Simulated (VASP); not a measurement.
Wanted: the native input for a VASP 6.6.1 run.

```yaml
Task: single point
Functional: LDA
Potentials_or_basis: VASP PAW LDA potentials, release 64 (W_sv)
Cutoff: 350 eV
k_mesh: 10 × 10 × 10
Occupations: gaussian, width 0.1 eV
Spin: no spin polarisation
Further_INCAR_settings: ALGO = Normal; EDIFF = 1e-07; NBANDS = 13
```

The structure of W lies in POSCAR:

```
W                                       
1.0
   -1.5710724040      1.5710724040      1.5710724040
    1.5710724040     -1.5710724040      1.5710724040
    1.5710724040      1.5710724040     -1.5710724040
  W             
     1
Direct
     0.0000000000000000    0.0000000000000000    0.0000000000000000
```

These files were run (other wordings do the same):

INCAR

```
ALGO     = Normal         # electronic algorithm
EDIFF    = 1E-7           # SCF threshold, eV
ENCUT    = 350            # plane-wave cutoff, eV
GGA      = CA             # functional
ISIF     = 2              # what is computed and relaxed
ISMEAR   = 0              # smearing method
LASPH    = True           # aspherical terms in the spheres
LCHARG   = False          # write CHGCAR
LREAL    = False          # projectors in reciprocal space
LWAVE    = False          # write WAVECAR
NBANDS   = 13             # bands
NELM     = 100            # most SCF steps
PREC     = Accurate       # precision mode
SIGMA    = 0.1            # smearing width, eV
```

KPOINTS

```
k-points
0
Gamma
  10 10 10
```

Potentials or basis: VASP PAW LDA potentials, release 64 (W_sv).

The run is started by

```console
$ cat potpaw_LDA.64/W_sv/POTCAR > POTCAR
$ mpirun -np 1 vasp_std > vasp.out
```

Results of the run:

- Pressure: 0.0 GPa
- Band gap on the k mesh: none (metal or under the smearing width)

Wall time 2.4 s on 1 thread of Intel(R) Xeon(R) 6975P-C (Granite Rapids) (shared host), peak memory 0.11 GiB.
